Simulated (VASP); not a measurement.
An input for Quantum ESPRESSO's pw.x (written as the equivalent of a VASP run, and not itself run):

```
&CONTROL
  calculation = 'scf'
  pseudo_dir = './pseudo'
  outdir = './out'
  tprnfor = .true.
  tstress = .true.
/
&SYSTEM
  ibrav = 0
  nat = 1
  ntyp = 1
  ecutwfc = 96
  occupations = 'smearing'
  smearing = 'methfessel-paxton'
  degauss = 0.00735
  input_dft = 'pbe'
  nspin = 2
  starting_magnetization(1) = 0.3
  nosym = .true.
/
&ELECTRONS
  conv_thr = 7.3e-08
  electron_maxstep = 100
/
ATOMIC_SPECIES
  Co 58.933 Co.upf
CELL_PARAMETERS angstrom
     2.3170220    0.0000000    0.0000000
     0.0000000    2.3170220    0.0000000
     0.0000000    0.0000000    2.3170220
ATOMIC_POSITIONS crystal
  Co   0.0000000  0.0000000  0.0000000
K_POINTS automatic
  14 14 14 0 0 0
```

Task: Write the VASP files for the same calculation (PBE).

Result: One answer among several that fit: 
### KPOINTS
```
Automatic mesh
0
Gamma
14 14 14
0 0 0
```

### POSCAR
```
Co
1
    2.3170220000     0.0000000000     0.0000000000
    0.0000000000     2.3170220000     0.0000000000
    0.0000000000     0.0000000000     2.3170220000
Co
1
Direct
  0.0000000000   0.0000000000   0.0000000000
```

### INCAR
```
SYSTEM = Co
PREC = Accurate
ENCUT = 400
EDIFF = 1E-6
NELM = 100
ALGO = Normal
LREAL = .FALSE.
LASPH = .TRUE.
ISMEAR = 1
SIGMA = 0.1
GGA = PE
LMAXMIX = 4
ISPIN = 2
MAGMOM = 3.0
LORBIT = 10
LWAVE = .FALSE.
LCHARG = .FALSE.
ISIF = 2
ISYM = 0
```

POTCAR, in this order: Co (PBE.64 set). Program: vasp_std.

Limits of the translation: the potentials are each code's own (VASP's PAW set, PseudoDojo norm-conserving files in pw.x), so ENCUT and ecutwfc are chosen apart and not converted; conv_thr bounds pw.x's estimated SCF error, while EDIFF bounds the energy change between steps; starting_magnetization is a fraction of the valence charge and MAGMOM a moment in μB, so they match only roughly.

The structure was generated: Co was put into the simple-cubic type (Pm-3m), which need not be its known phase. The cell was not relaxed at this level. The run is one of a series of settings (ISYM = 0 against the base run), some of them coarse on purpose.
